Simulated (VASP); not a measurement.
An input for Quantum ESPRESSO's pw.x (written as the equivalent of a VASP run, and not itself run):

```
&CONTROL
  calculation = 'vc-relax'
  pseudo_dir = './pseudo'
  outdir = './out'
  tprnfor = .true.
  tstress = .true.
  nstep = 60
  forc_conv_thr = 0.00078
/
&SYSTEM
  ibrav = 0
  nat = 6
  ntyp = 2
  ecutwfc = 84
  occupations = 'smearing'
  smearing = 'gaussian'
  degauss = 0.003675
  input_dft = 'vdw-df-ob86'
/
&ELECTRONS
  conv_thr = 7.3e-08
  electron_maxstep = 100
/
&IONS
/
&CELL
/
ATOMIC_SPECIES
  Ti 47.867 Ti.upf
  O 15.999 O.upf
CELL_PARAMETERS angstrom
    -1.8888267    1.8888267    4.7684149
     1.8888267   -1.8888267    4.7684149
     1.8888267    1.8888267   -4.7684149
ATOMIC_POSITIONS crystal
  Ti   0.7500000  0.2500000  0.5000000
  Ti   1.0000000  1.0000000  1.0000000
  O    0.5418181  0.0418181  0.5000000
  O    0.7918181  0.7918181  0.0000000
  O    0.2081819  0.2081819  1.0000000
  O    0.9581819  0.4581819  0.5000000
K_POINTS automatic
  8 8 8 0 0 0
```

**Question.** Write the VASP files for the same calculation (optB86b-vdW).

**Answer.** One answer among several that fit: 
KPOINTS:
```
Automatic mesh
0
Gamma
8 8 8
0 0 0
```

INCAR:
```
AGGAC = 0.0
ALGO = Normal
EDIFF = 1E-6
EDIFFG = -0.02
ENCUT = 520
GGA = MK
IBRION = 2
ISIF = 3
ISMEAR = 0
LASPH = T
LCHARG = F
LMAXMIX = 4
LREAL = F
LUSE_VDW = T
LWAVE = F
NELM = 100
NSW = 60
PARAM1 = 0.1234
PARAM2 = 1.0
PREC = Accurate
SIGMA = 0.05
SYSTEM = TiO2
```

File POSCAR:
```
TiO2
1
   -1.8888267328     1.8888267328     4.7684148961
    1.8888267328    -1.8888267328     4.7684148961
    1.8888267328     1.8888267328    -4.7684148961
Ti O
2 4
Direct
  0.7500000000   0.2500000000   0.5000000000
  1.0000000000   1.0000000000   1.0000000000
  0.5418180820   0.0418180820   0.5000000000
  0.7918180820   0.7918180820   0.0000000000
  0.2081819180   0.2081819180   1.0000000000
  0.9581819180   0.4581819180   0.5000000000
```

POTCAR, in this order: Ti_sv O (PBE.64 set). Program: vasp_std.

What does not carry over: the potentials are each code's own (VASP's PAW set, PseudoDojo norm-conserving files in pw.x), so ENCUT and ecutwfc are chosen apart and not converted; conv_thr bounds pw.x's estimated SCF error, while EDIFF bounds the energy change between steps; forc_conv_thr acts on force components and is met together with etot_conv_thr.

The compound is TiO2 in the anatase structure, one of several forms; rutile is the usual stable one. This run relaxes it. Symmetry was kept, so distortions that lower it aren't found. The start is the result of an earlier pass.
